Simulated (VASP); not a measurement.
An input for Ansatz (written as the equivalent of a VASP run, and not itself run):

Ansatz 0.2 input:
```yaml
crystal:
  lattice:
    - [1.3943987, 0.8050566, 4.5738843]
    - [-1.3943987, 0.8050566, 4.5738843]
    - [0.0000000, -1.6101132, 4.5738843]
  atoms:
    - { symbol: Ag, position: [0.0000000, 0.0000000, 0.0000000] }
    - { symbol: Pd, position: [0.5000000, 0.5000000, 0.5000000] }
kpoints:
  mp_grid: { grid: [14, 14, 14] }
hamiltonian:
  xc: pbesol
  pseudopotentials: { kind: paw }
scf:
  occupations: { method: methfessel_paxton, width: 0.1 }
  max_iter: 100
output: { forces: true, stress: true, eigenvalues: true }
```

Problem. Translate this input to VASP (INCAR, KPOINTS, POSCAR, choice of POTCAR).

Solution. This is not unique; one that fits is 
**POSCAR**
```
AgPd
1
    1.3943986651     0.8050566124     4.5738842564
   -1.3943986651     0.8050566124     4.5738842564
    0.0000000000    -1.6101132247     4.5738842564
Ag Pd
1 1
Direct
  0.0000000000   0.0000000000   0.0000000000
  0.5000000000   0.5000000000   0.5000000000
```

INCAR:
```
ALGO = Normal   # blocked Davidson
LCHARG = .False.
ISMEAR = 1
ISIF = 2
LWAVE = .False.
PREC = Accurate
LREAL = .False.   # projection in real space or not
EDIFF = 1E-7   # SCF stop (eV)
ENCUT = 480
NELM = 100   # most electronic steps
LMAXMIX = 4   # l cut-off of mixed one-centre charges
SIGMA = 0.1   # width (eV)
SYSTEM = AgPd
LASPH = .True.   # aspherical one-centre terms
GGA = PS
```

File KPOINTS:
```
Automatic mesh
0
Gamma
14 14 14
0 0 0
```

POTCAR, in this order: Ag Pd (PBE.64 set). Program: vasp_std.

The two are equivalent in intent, not identical: each code has its own PAW files, so the cut-off isn't converted (ENCUT is set for VASP's; basis.ecutwfc is left out, and Ansatz then takes the one that its files recommend); Ansatz stops its SCF on the density residual and VASP on the energy change (EDIFF).

The structure comes from a computed database's AgPd entry (R-3m); how it stands against other phases isn't given here. It was relaxed first.
